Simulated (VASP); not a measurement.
The input files of a VASP run:

**INCAR**
```
# general
SYSTEM =CuI
PREC   =Accurate
ENCUT  =520   # plane-wave cut-off (eV)
LREAL  =.False.
LASPH  =.True.

# electronic loop
EDIFF  =1E-7   # SCF stop (eV)
NELM   =100
ALGO   =Normal
LMAXMIX=4

# smearing
ISMEAR =0   # Gaussian
SIGMA  =0.05

# ions
ISIF   =2   # forces and stress, cell fixed

# output
LWAVE  =.False.
LCHARG =.False.
```

**KPOINTS**
```
Automatic mesh
0
Gamma
8 8 8
0 0 0
```

File POSCAR:
```
CuI
5.8667680
  0.0000000000   0.4999999825   0.4999999825
  0.4999999825   0.0000000000   0.4999999825
  0.4999999825   0.4999999825   0.0000000000
Cu I
1 1
Direct
  0.0000000000   0.0000000000   0.0000000000
  0.2500000000   0.2500000000   0.2500000000
```

POTCAR, in this order: Cu I (LDA.64 set). Program: vasp_std.

### Question
Translate this LDA calculation to Quantum ESPRESSO's pw.x.

### Answer
One equivalent input (not run):
```
&CONTROL
  calculation = 'scf'
  pseudo_dir = './pseudo'
  outdir = './out'
  tprnfor = .true.
  tstress = .true.
/
&SYSTEM
  ibrav = 0
  nat = 2
  ntyp = 2
  ecutwfc = 92
  occupations = 'smearing'
  smearing = 'gaussian'
  degauss = 0.003675
  input_dft = 'pz'
/
&ELECTRONS
  conv_thr = 7.3e-09
  electron_maxstep = 100
/
ATOMIC_SPECIES
  Cu 63.546 Cu.upf
  I 126.904 I.upf
CELL_PARAMETERS angstrom
     0.0000000    2.9333839    2.9333839
     2.9333839    0.0000000    2.9333839
     2.9333839    2.9333839    0.0000000
ATOMIC_POSITIONS crystal
  Cu   0.0000000  0.0000000  0.0000000
  I    0.2500000  0.2500000  0.2500000
K_POINTS automatic
  8 8 8 0 0 0
```
Limits of the translation: the potentials are each code's own (VASP's PAW set, PseudoDojo norm-conserving files in pw.x), so ENCUT and ecutwfc are chosen apart and not converted; conv_thr bounds pw.x's estimated SCF error, while EDIFF bounds the energy change between steps.

The compound is CuI in the zinc blende structure. It was relaxed first, which changed the volume by -9 %.
